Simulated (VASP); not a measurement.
Consider the following.

```
CELL_PARAMETERS angstrom
      1.33689    -2.31556     0.00000
      1.33689     2.31556     0.00000
      0.00000     0.00000     4.27663
ATOMIC_POSITIONS crystal
  Tc 0.33333 0.66667 0.25000
  Tc 0.66667 0.33333 0.75000
```

These are PBEsol GGA, VASP's PBE PAW potentials (set 64) (plane waves; VASP 6.6.1) values and carry that method's errors. Numerical set-up: 500 eV cut-off, 16×16×9 Γ-centred mesh, first-order Methfessel-Paxton smearing of 0.10 eV, potentials Tc_pv.

Energy and stress use the plane-wave basis of the starting cell.

Problem. The ions, cell shape and volume at an external pressure of 30.0 GPa are relaxed. Predict the relaxed structure.

Solution. 
```
CELL_PARAMETERS angstrom
      1.32669    -2.29790     0.00000
      1.32669     2.29790     0.00000
      0.00000     0.00000     4.24387
ATOMIC_POSITIONS crystal
  Tc 0.33333 0.66667 0.25000
  Tc 0.66667 0.33333 0.75000
```
Space group P6_3/mmc (194), at a tolerance of 0.03 Å.

Problem. How do energy and volume change from the first to the last step?

Solution. The energy (σ→0) changes by +46.8 meV/atom and the volume by -2.3 %, in 4 ionic steps.

```json
[
 {"step": "1", "E(σ→0) (eV)": "-22.4358", "max force (eV/Å)": "0.000", "pressure (GPa)": "19.98", "volume (Å³)": "26.48"},
 {"step": "2", "E(σ→0) (eV)": "-21.4995", "max force (eV/Å)": "0.000", "pressure (GPa)": "85.10", "volume (Å³)": "23.43"},
 {"step": "3", "E(σ→0) (eV)": "-22.3463", "max force (eV/Å)": "0.000", "pressure (GPa)": "29.55", "volume (Å³)": "25.90"},
 {"step": "4", "E(σ→0) (eV)": "-22.3421", "max force (eV/Å)": "0.000", "pressure (GPa)": "29.97", "volume (Å³)": "25.88"}
]
```

The compound is Tc in the hcp structure. This run relaxes it under an external pressure of 30 GPa. Symmetry was kept, so distortions that lower it aren't found.
